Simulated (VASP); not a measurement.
# SrTlB6 (P4/mmm) in VASP: further runs

Runs on SrTlB6. Level: PBE. Tasks: single point, relaxation of cell and atoms.

Everything below comes from runs of VASP 6.6.1. Logs are shortened: lines on timing, memory, paths and dates and some standing lists are left out, and cuts for length are marked.

### 1 The cell of the first run

The structure is tetragonal, space group P4/mmm (No. 123). Conventional cell: a = 5.295 Å, b = 5.295 Å, c = 7.087 Å, α = 90.00°, β = 90.00°, γ = 90.00°. Sr (site symmetry 4/mmm) is surrounded by 4 B at 2.63 Å. Tl (site symmetry 4/mmm) has 4 B at 2.65 Å as nearest neighbours. B (site symmetry mmm) has 2 Tl at 2.65 Å as nearest neighbours. B (site symmetry m2m) is surrounded by 2 B at 1.57 Å.

The cell was built by a generator and needn't be a form met in nature.

### 2 Single point, PBE (random cell by space group and Wyckoff sites (P4/mmm, No. 123))

INCAR reads:

```
SYSTEM = SrTlB6
PREC = Accurate
ENCUT = 520
EDIFF = 1E-6
ISMEAR = 0
SIGMA = 0.1
LREAL = .FALSE.
LASPH = .TRUE.
NELM = 100
ALGO = Normal
ISIF = 2
LWAVE = .FALSE.
LCHARG = .TRUE.
GGA = PE
LELF = .TRUE.
LVHAR = .TRUE.
NBANDS = 30
```

KPOINTS reads:

```
Automatic mesh
0
G
  4 4 4
  0 0 0
```

POSCAR reads:

```
SrTlB6
1.0
    5.2950363141      0.0000000000      0.0000000000
    0.0000000000      5.2950363141      0.0000000000
    0.0000000000      0.0000000000      7.0868165438
Sr Tl B
1 1 6
Direct
    0.0000000000      0.0000000000      0.5000000000
    0.0000000000      0.0000000000      0.0000000000
    0.0000000000      0.5000000000      0.0000000000
    0.5000000000      0.0000000000      0.0000000000
    0.6486272780      0.6486272780      0.5000000000
    0.3513727220      0.3513727220      0.5000000000
    0.3513727220      0.6486272780      0.5000000000
    0.6486272780      0.3513727220      0.5000000000
```

Potentials or basis: VASP PAW PBE potentials, release 64 (Sr_sv, Tl_d, B).

On the command line:

```console
> cat potpaw_PBE.64/Sr_sv/POTCAR potpaw_PBE.64/Tl_d/POTCAR potpaw_PBE.64/B/POTCAR > POTCAR
> mpirun -np 1 vasp_std > vasp.out
```

OUTCAR:

```text
SYSTEM = SrTlB6
   PREC = Accurate
   ENCUT = 520
   EDIFF = 1E-6
   ISMEAR = 0
   LREAL = .FALSE.
   LASPH = .TRUE.
   NELM = 100
   ISIF = 2
   GGA = PE

 ion  position               nearest neighbor table
   1  0.000  0.000  0.500-   5 2.63   6 2.63   7 2.63   8 2.63   2 3.54   2 3.54
   2  0.000  0.000  0.000-   3 2.65   4 2.65   3 2.65   4 2.65   1 3.54   1 3.54
   3  0.000  0.500  0.000-   2 2.65   2 2.65
   4  0.500  0.000  0.000-   2 2.65   2 2.65
   5  0.649  0.649  0.500-   7 1.57   8 1.57   1 2.63
   6  0.351  0.351  0.500-   7 1.57   8 1.57   1 2.63
   7  0.351  0.649  0.500-   5 1.57   6 1.57   1 2.63
   8  0.649  0.351  0.500-   5 1.57   6 1.57   1 2.63

  LATTYP: Found a simple tetragonal cell.
 ALAT       =     5.2950363141
 C/A-ratio  =     1.3383886575

  Lattice vectors:

 A1 = (   5.2950363141,   0.0000000000,   0.0000000000)
 A2 = (   0.0000000000,   5.2950363141,   0.0000000000)
 A3 = (   0.0000000000,   0.0000000000,   7.0868165438)

Analysis of symmetry for initial positions (statically):
=====================================================================
 Subroutine PRICEL returns:
 Original cell was already a primitive cell.

 Routine SETGRP: Setting up the symmetry group for a
 simple tetragonal supercell.

 Subroutine GETGRP returns: Found 16 space group operations
 (whereof 16 operations were pure point group operations)
 out of a pool of 16 trial point group operations.

The static configuration has the point symmetry D_4h.

Analysis of symmetry for dynamics (positions and initial velocities):
=====================================================================
 Subroutine PRICEL returns:
 Original cell was already a primitive cell.

 Routine SETGRP: Setting up the symmetry group for a
 simple tetragonal supercell.

 Subroutine GETGRP returns: Found 16 space group operations
 (whereof 16 operations were pure point group operations)
 out of a pool of 16 trial point group operations.

The dynamic configuration has the point symmetry D_4h.

 Subroutine INISYM returns: Found 16 space group operations
 (whereof 16 operations are pure point group operations),
 and found     1 'primitive' translations

----------------------------------------------------------------------------------------

[... 101 lines left out ...]
   IBRION =     -1    ionic relax: 0-MD 1-quasi-New 2-CG
   NFREE  =      0    steps in history (QN), initial steepest desc. (CG)
   ISIF   =      2    stress and relaxation
   ISYM   =      2    0-nonsym 1-usesym 2-fastsym
   POTIM  = 0.5000    time-step for ionic-motion
   TEBEG  =    0.0;   TEEND  =   0.0 temperature during run
   PSTRESS=    0.0 pullay stress
   NELECT =      41.0000    total number of electrons
   NUPDOWN=      -1.0000    fix difference up-down
   EMIN   =  10.00;   EMAX   =-10.00  energy-range for DOS
   EFERMI =   0.00;   METHOD = LEGACY
   ISMEAR =     0;   SIGMA  =   0.10  broadening in eV -4-tet -1-fermi 0-gaus
   EFERMI_NEDOS =   21; number of points for ismear=-14 and -15
   IALGO  =     38    algorithm
   IMIX   =      4    mixing-type and parameters
     AMIX     =   0.40;   BMIX     =  1.00
     AMIX_MAG =   1.60;   BMIX_MAG =  1.00
  volume/ion in A,a.u.               =      24.84       167.61
  Fermi-wavevector in a.u.,A,eV,Ry     =   0.967401  1.828122 12.733206  0.935864
  Thomas-Fermi vector in A             =   2.097283
   LORBIT       =      0    0 simple, 1 ext, 2 COOP (PROOUT), +10 PAW based schemes
   GGA     = PE    functional components
   LHFCALC =     F    Hartree Fock is set to
   AEXX    =    0.0000 exact exchange contribution
   IVDW    =     0    specifies the selected vdW correction
   LEPSILON=     F    determine dielectric tensor
   LRPA    =     F    only Hartree local field effects (RPA)
 non-spin polarized calculation
 Gauss-broadening in eV      SIGMA  =   0.10
  energy-cutoff  :      520.00
  volume of cell :      198.70
 maximum number of plane-waves:      5392
 NGX is ok and might be reduce to    40
   NGX = 19   NGY = 19   NGZ = 27

 number of electron      41.0000005 magnetization

 Free energy of the ion-electron system (eV)
  ---------------------------------------------------
  ext. energy  EPLUGINS =         0.00000000
  ---------------------------------------------------
  free energy    TOTEN  =       -27.78279277 eV

  energy without entropy =      -27.74139469  energy(sigma->0) =      -27.76209373

 E-fermi :   0.6435     XC(G=0):  -7.7431

 val. band max:        0.6371040718   @ k =   0.2500   0.2500   0.2500
 cond. band min:       0.6509438173   @ k =   0.5000   0.2500   0.2500
 fundamental gap:      0.0138397456
 Fermi energy:         0.6434549380

 k-point     1 :       0.0000    0.0000    0.0000
  band No.  band energies     occupation
      1     -34.1292      2.00000
      2     -16.2993      2.00000
      3     -16.2078      2.00000
      4     -16.2078      2.00000
      5     -10.8434      2.00000
      6     -10.7768      2.00000
[... 583 lines left out ...]
     29       3.6600      0.00000
     30       4.9382      0.00000

------------------------ aborting loop because EDIFF is reached ----------------------------------------

  FORCE on cell =-STRESS in cart. coord.  units (eV):
  Direction    XX          YY          ZZ          XY          YZ          ZX
  --------------------------------------------------------------------------------------
  -------------------------------------------------------------------------------------
  Total        0.0506892      0.0506892      0.1792913      0.0000000      0.0000000      0.0000000
  in kB        0.4087306      0.4087306      1.4457087      0.0000000      0.0000000      0.0000000
  external PRESSURE =       0.7543900 kB  Pullay stress =       0.0000000 kB

 VOLUME and BASIS-vectors are now :
 -----------------------------------------------------------------------------
  energy-cutoff  :      520.00
  volume of cell :      198.70
      direct lattice vectors                 reciprocal lattice vectors
     5.295036314  0.000000000  0.000000000     0.188856117  0.000000000  0.000000000
     0.000000000  5.295036314  0.000000000     0.000000000  0.188856117  0.000000000
     0.000000000  0.000000000  7.086816544     0.000000000  0.000000000  0.141107082

 POSITION                                       TOTAL-FORCE (eV/Angst)
 -----------------------------------------------------------------------------------
      0.00000      0.00000      3.54341         0.000000     -0.000000      0.000000
      0.00000      0.00000      0.00000         0.000000     -0.000000      0.000000
      0.00000      2.64752      0.00000         0.000000     -0.000000      0.000000
      2.64752      0.00000      0.00000         0.000000     -0.000000      0.000000
      3.43450      3.43450      3.54341         0.005034      0.005034     -0.000000
      1.86053      1.86053      3.54341        -0.005034     -0.005034      0.000000
      1.86053      3.43450      3.54341        -0.005034      0.005034     -0.000000
      3.43450      1.86053      3.54341         0.005034     -0.005034      0.000000
 -----------------------------------------------------------------------------------
    total drift:                               -0.000000     -0.000000      0.000000

  FREE ENERGIE OF THE ION-ELECTRON SYSTEM (eV)
  ---------------------------------------------------
  free  energy   TOTEN  =       -27.7827927658 eV

  energy  without entropy=      -27.7413946886  energy(sigma->0) =      -27.76209373
```

OSZICAR:

```text
N       E                     dE             d eps       ncg     rms          rms(c)
DAV:   1     0.183437011729E+03    0.18344E+03   -0.17620E+04  1088   0.113E+03
DAV:   2    -0.199142882588E+02   -0.20335E+03   -0.19677E+03  1358   0.239E+02
DAV:   3    -0.344092566439E+02   -0.14495E+02   -0.14219E+02  1660   0.522E+01
DAV:   4    -0.351036409021E+02   -0.69438E+00   -0.69050E+00  1634   0.889E+00
DAV:   5    -0.351300887480E+02   -0.26448E-01   -0.26444E-01  1494   0.128E+00    0.244E+01
DAV:   6    -0.284760502548E+02    0.66540E+01   -0.50863E+01  1266   0.146E+01    0.753E+00
DAV:   7    -0.279673174341E+02    0.50873E+00   -0.12639E+01  1250   0.598E+00    0.113E+01
DAV:   8    -0.278941188145E+02    0.73199E-01   -0.34527E-01  1414   0.193E+00    0.748E+00
DAV:   9    -0.277815132562E+02    0.11261E+00   -0.24949E-01  1364   0.166E+00    0.428E-01
DAV:  10    -0.277823052748E+02   -0.79202E-03   -0.23535E-02  1250   0.540E-01    0.390E-01
DAV:  11    -0.277823644137E+02   -0.59139E-04   -0.28187E-03  1290   0.188E-01    0.137E-01
DAV:  12    -0.277828147882E+02   -0.45037E-03   -0.11086E-03  1296   0.111E-01    0.246E-01
DAV:  13    -0.277827388590E+02    0.75929E-04   -0.26021E-04  1376   0.407E-02    0.218E-02
DAV:  14    -0.277827676358E+02   -0.28777E-04   -0.24906E-05  1194   0.190E-02    0.112E-02
DAV:  15    -0.277827907077E+02   -0.23072E-04   -0.31106E-05  1026   0.189E-02    0.794E-03
DAV:  16    -0.277827928740E+02   -0.21664E-05   -0.29762E-06  1078   0.565E-03    0.137E-02
DAV:  17    -0.277827927658E+02    0.10826E-06   -0.21200E-06   870   0.385E-03
   1 F= -.27782793E+02 E0= -.27762094E+02  d E =-.413981E-01
```

Run time: 2 min. Hardware: 1 thread of Intel Xeon Platinum 8488C (Sapphire Rapids), shared host; peak memory 0.34 GiB.

Results:

| Item | Value |
| --- | --- |
| Free energy | -27.7828 eV |
| Pressure | 0.1 GPa |
| Largest force | 0.007 eV/Å |
| Band gap on the k mesh | none (metal or under the smearing width) |

Forces in eV/Å, atoms in the order of the input:
```
Sr   0.000  0.000  0.000
Tl   0.000  0.000  0.000
B    0.000  0.000  0.000
B    0.000  0.000  0.000
B    0.005  0.005  0.000
B   -0.005 -0.005  0.000
B   -0.005  0.005  0.000
B    0.005 -0.005  0.000
```

Spin-orbit coupling is left out, which matters for the levels of Tl.

### 3 Relaxation of cell and atoms, PBE (random cell by space group and Wyckoff sites (P4/mmm, No. 123))

INCAR reads:

```
SYSTEM = SrTlB6
ALGO     = Normal         ! electronic algorithm
EDIFF    = 1E-7           ! SCF threshold, eV
EDIFFG   = -0.04          ! ionic threshold
ENCUT    = 600            ! plane-wave cutoff, eV
GGA      = PE             ! functional
IBRION   = 2              ! ionic algorithm
ISIF     = 3              ! what is computed and relaxed
ISMEAR   = 0              ! smearing method
LASPH    = .TRUE.         ! aspherical terms in the spheres
LCHARG   = .FALSE.        ! write CHGCAR
LREAL    = .FALSE.        ! projectors in reciprocal space
LWAVE    = .FALSE.        ! write WAVECAR
NELM     = 100            ! most SCF steps
NSW      = 90             ! ionic steps
PREC     = Accurate       ! precision mode
SIGMA    = 0.1            ! smearing width, eV
```

KPOINTS reads:

```
k-points
0
G
  4 4 4
  0 0 0
```

POSCAR reads:

```
SrTlB6
1.0
    4.3213386300      0.0000000000      0.0000000000
    0.0000000000      4.3213386300      0.0000000000
    0.0000000000      0.0000000000      5.1519567000
Sr Tl B
1 1 6
Direct
    0.0000000000      0.0000000000      0.5000000000
    0.0000000000      0.0000000000      0.0000000000
    0.0000000000      0.5000000000      0.0000000000
    0.5000000000      0.0000000000      0.0000000000
    0.6505422500      0.6505422500      0.5000000000
    0.3494577500      0.3494577500      0.5000000000
    0.3494577500      0.6505422500      0.5000000000
    0.6505422500      0.3494577500      0.5000000000
```

Potentials or basis: VASP PAW PBE potentials, release 64 (Sr_sv, Tl_d, B).

On the command line:

```console
> cat potpaw_PBE.64/Sr_sv/POTCAR potpaw_PBE.64/Tl_d/POTCAR potpaw_PBE.64/B/POTCAR > POTCAR
> mpirun -np 1 vasp_std > vasp.out
```

Run time: 17 min. Hardware: 1 thread of Intel Xeon Platinum 8488C (Sapphire Rapids), shared host; peak memory 0.26 GiB.

Results (log left out):

```
Free energy                            : -27.7446 eV
Relaxed volume                         : 24.81 Å³/atom
Relaxed cell                           : a = 5.304 Å, b = 5.304 Å, c = 7.054 Å, α = 90.00°, β = 90.00°, γ = 90.00°
Space group after relaxing (to 0.05 Å) : P4/mmm (No. 123)
Energy gained by relaxing              : 1347.8 meV/atom
Ionic steps                            : 22
Pressure after relaxing                : -0.1 GPa
Largest force after relaxing           : 0.018 eV/Å
Band gap on the k mesh                 : none (metal or under the smearing width)
```

Forces on the atoms (eV/Å):
```
Sr   0.000  0.000  0.000
Tl   0.000  0.000  0.000
B    0.000  0.000  0.000
B    0.000  0.000  0.000
B   -0.013 -0.013  0.000
B    0.013  0.013  0.000
B    0.013 -0.013  0.000
B   -0.013  0.013  0.000
```

Stress tensor (GPa, compression positive):
```
-0.14  0.00  0.00
 0.00 -0.14  0.00
 0.00  0.00 -0.03
```

The path:
```csv
step,energy change (eV),largest force (eV/Å),pressure (GPa),volume (Å³)
1,0.0000,12.8941,69.39,96.21
2,4.8979,4.9682,4.51,187.53
3,4.0038,5.3440,4.69,176.55
4,2.9567,6.0549,5.15,165.69
5,-2.7782,8.0295,8.09,127.93
6,-4.9284,5.9084,20.77,111.34
7,-4.9925,4.4495,27.15,107.04
8,-5.0066,5.1582,24.17,108.85
9,-9.7381,2.5700,3.18,151.04
10,-10.3269,1.8381,0.11,169.37
11,-10.2604,0.7201,-3.21,210.36
12,-10.4835,1.2014,-1.71,185.84
13,-10.4821,1.2795,-1.43,182.88
14,-10.5119,1.6984,2.89,176.05
15,-10.6188,0.1787,0.75,179.16
16,-10.6626,0.1165,0.63,180.87
17,-10.7439,0.0726,0.36,185.82
18,-10.7609,0.3332,0.36,194.87
19,-10.7720,0.2673,0.28,191.80
20,-10.7532,0.8244,0.96,195.76
21,-10.7772,0.0691,0.48,193.08
22,-10.7828,0.0185,-0.10,198.46
```

Final structure:
```
CELL_PARAMETERS angstrom
5.30437 0.00000 0.00000
0.00000 5.30437 0.00000
0.00000 0.00000 7.05364
ATOMIC_POSITIONS crystal
Sr 0.00000 0.00000 0.50000
Tl 0.00000 0.00000 0.00000
B 0.00000 0.50000 0.00000
B 0.50000 0.00000 0.00000
B 0.64855 0.64855 0.50000
B 0.35145 0.35145 0.50000
B 0.35145 0.64855 0.50000
B 0.64855 0.35145 0.50000
```

Levels at points of the mesh, in eV from the Fermi level:
```csv
k point,band 16,band 17,band 18,band 19,band 20,band 21,band 22,band 23,band 24,band 25
"(0.00, 0.00, 0.00)",-2.60,-2.44,-1.74,-1.74,-1.65,-0.74,-0.14,1.08,1.41,1.99
"(0.50, 0.00, 0.00)",-2.32,-2.05,-1.49,-1.00,-0.57,0.67,0.68,0.91,0.91,1.00
"(0.50, 0.50, 0.00)",-1.99,-1.88,-1.28,-1.24,-0.35,0.06,0.06,1.33,2.05,2.18
"(0.00, 0.00, 0.50)",-2.53,-2.23,-1.81,-1.81,-1.44,-0.74,-0.68,1.24,1.33,1.33
"(0.50, 0.00, 0.50)",-2.17,-2.13,-1.49,-1.03,-0.56,0.59,0.76,0.78,0.95,1.40
"(0.50, 0.50, 0.50)",-2.16,-1.84,-1.48,-1.28,-0.09,0.78,0.78,0.85,1.55,1.55
```

Caveat: the k mesh is coarse (spacing up to 0.36 Å⁻¹), so the values aren't converged; the volume moved by over 15 % at a fixed basis, so the end points are rough. Spin-orbit coupling is left out, which matters for the levels of Tl.

### 4 Single point, PBE (random cell by space group and Wyckoff sites (P4/mmm, No. 123))

INCAR reads:

```
SYSTEM = SrTlB6
PREC     = Accurate       ! precision mode
ENCUT    = 520            ! plane-wave cutoff, eV
EDIFF    = 1E-6           ! SCF threshold, eV
ISMEAR   = 0              ! smearing method
SIGMA    = 0.1            ! smearing width, eV
LREAL    = .FALSE.        ! projectors in reciprocal space
LASPH    = .TRUE.         ! aspherical terms in the spheres
NELM     = 100            ! most SCF steps
ALGO     = Fast           ! electronic algorithm
ISIF     = 2              ! what is computed and relaxed
LWAVE    = .FALSE.        ! write WAVECAR
LCHARG   = .FALSE.        ! write CHGCAR
GGA      = PE             ! functional
NBANDS   = 30             ! bands
```

KPOINTS reads:

```
Automatic mesh
0
G
  8 8 6
  0 0 0
```

POSCAR reads:

```
SrTlB6
1.0
    5.3444762104      0.0000000000      0.0000000000
    0.0000000000      5.3444762104      0.0000000000
    0.0000000000      0.0000000000      7.0141305795
Sr Tl B
1 1 6
Direct
    0.0000000000      0.0000000000      0.5000000000
    0.0000000000      0.0000000000      0.0000000000
    0.0000000000      0.5000000000      0.0000000000
    0.5000000000      0.0000000000      0.0000000000
    0.6474495054      0.6474495054      0.5000000000
    0.3525504946      0.3525504946      0.5000000000
    0.3525504946      0.6474495054      0.5000000000
    0.6474495054      0.3525504946      0.5000000000
```

On the command line:

```console
> cat potpaw_PBE.64/Sr_sv/POTCAR potpaw_PBE.64/Tl_d/POTCAR potpaw_PBE.64/B/POTCAR > POTCAR
> mpirun -np 1 vasp_std > vasp.out
```

It took 5.2 min on 1 thread of Intel Xeon Platinum 8488C (Sapphire Rapids), shared host; peak memory 0.52 GiB.

Results (log left out):

* Free energy: -27.8286 eV
* Pressure: 0.0 GPa
* Largest force: 0.008 eV/Å
* Band gap on the k mesh: none (metal or under the smearing width)

Forces on the atoms (eV/Å):
```
Sr   0.000  0.000  0.000
Tl   0.000  0.000  0.000
B    0.000  0.000  0.000
B    0.000  0.000  0.000
B    0.006  0.006  0.000
B   -0.006 -0.006  0.000
B   -0.006  0.006  0.000
B    0.006 -0.006  0.000
```

Stress tensor (GPa, compression positive):
```
 0.07  0.00  0.00
 0.00  0.07  0.00
 0.00  0.00 -0.04
```

Levels at points of the mesh, in eV from the Fermi level:
| k point | band 17 | band 18 | band 19 | band 20 | band 21 | band 22 | band 23 | band 24 |
| --- | --- | --- | --- | --- | --- | --- | --- | --- |
| (0.00, 0.00, 0.00) | -2.48 | -1.66 | -1.59 | -1.59 | -0.80 | -0.08 | 1.12 | 1.46 |
| (0.50, 0.00, 0.00) | -2.12 | -1.35 | -1.12 | -0.52 | 0.54 | 0.74 | 0.91 | 0.94 |
| (0.50, 0.50, 0.00) | -1.95 | -1.39 | -1.30 | -0.27 | 0.07 | 0.07 | 1.38 | 2.09 |
| (0.00, 0.00, 0.50) | -2.28 | -1.68 | -1.68 | -1.45 | -0.79 | -0.60 | 1.27 | 1.36 |
| (0.50, 0.00, 0.50) | -2.19 | -1.36 | -1.16 | -0.52 | 0.44 | 0.82 | 0.82 | 0.99 |
| (0.50, 0.50, 0.50) | -1.91 | -1.54 | -1.39 | -0.01 | 0.81 | 0.81 | 0.86 | 1.53 |

### 5 The runs side by side

| task | cell | k mesh | cutoff (eV) | mesh quality | gap on the mesh (eV) | pressure (GPa) | largest force (eV/Å) |
| --- | --- | --- | --- | --- | --- | --- | --- |
| single point | random cell by space group and Wyckoff sites (P4/mmm, No. 123) | 4 × 4 × 4 | 520 | not flagged | none | 0.1 | 0.01 |
| relaxation of cell and atoms | relaxed from: random cell by space group and Wyckoff sites (P4/mmm, No. 123) | 4 × 4 × 4 | 600 | coarse | none | -0.1 | 0.02 |
| single point | random cell by space group and Wyckoff sites (P4/mmm, No. 123) | 8 × 8 × 6 | 520 | not flagged | none | 0.0 | 0.01 |

Alike in all rows: level PBE; potentials or basis VASP PAW PBE potentials, release 64 (Sr_sv, Tl_d, B); no spin polarisation; smearing gaussian 0.1 eV.

Caveats: some runs use coarse meshes; the volume moved by over 15 % at a fixed basis, so the end points are rough (some runs).

Absolute energies hang on the potentials; compare differences alone.
